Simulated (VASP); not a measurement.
Input of a VASP 6.6.1 run:

File POSCAR:

```
LiY3
1.0
    4.9522918104      0.0000000000      0.0000000000
    0.0000000000      4.9522918104      0.0000000000
    0.0000000000      0.0000000000      4.9522918104
Li Y
1 3
Direct
    0.0000000000      0.0000000000      0.0000000000
    0.5000000000      0.5000000000      0.0000000000
    0.5000000000      0.0000000000      0.5000000000
    0.0000000000      0.5000000000      0.5000000000
```

Contents of INCAR.step1:

```
PREC     = Accurate       # precision mode
ENCUT    = 520            # plane-wave cutoff, eV
ISMEAR   = -1             # smearing method
SIGMA    = 0.01           # smearing width, eV
LREAL    = F              # projectors in reciprocal space
LASPH    = T              # aspherical terms in the spheres
NELM     = 100            # most SCF steps
NBANDS   = 26             # bands
GGA      = PE             # functional
ALGO     = Normal         # electronic algorithm
EDIFF    = 1E-4           # SCF threshold, eV
LWAVE    = T              # write WAVECAR
LCHARG   = F              # write CHGCAR
```

Contents of INCAR.step2:

```
PREC     = Accurate       # precision mode
ENCUT    = 520            # plane-wave cutoff, eV
EDIFF    = 1E-6           # SCF threshold, eV
ISMEAR   = -1             # smearing method
SIGMA    = 0.01           # smearing width, eV
LREAL    = F              # projectors in reciprocal space
LASPH    = T              # aspherical terms in the spheres
NELM     = 100            # most SCF steps
ALGO     = Normal         # electronic algorithm
ISIF     = 2              # what is computed and relaxed
LWAVE    = F              # write WAVECAR
LCHARG   = F              # write CHGCAR
METAGGA  = R2SCAN         # meta-GGA
LMIXTAU  = T            
NBANDS   = 26             # bands
ISTART   = 1
```

KPOINTS

```
regular mesh
0
Gamma
  5 5 5
```

Potentials or basis: VASP PAW PBE potentials, release 64 (Li_sv, Y_sv).

Run with:

```console
$ cat potpaw_PBE.64/Li_sv/POTCAR potpaw_PBE.64/Y_sv/POTCAR > POTCAR
$ cp INCAR.step1 INCAR
$ mpirun -np 1 vasp_std > vasp.out
$ cp INCAR.step2 INCAR
$ mpirun -np 1 vasp_std > vasp.out
```

Q: What does it give for the band gap on the k mesh?

A: None (metal or under the smearing width).
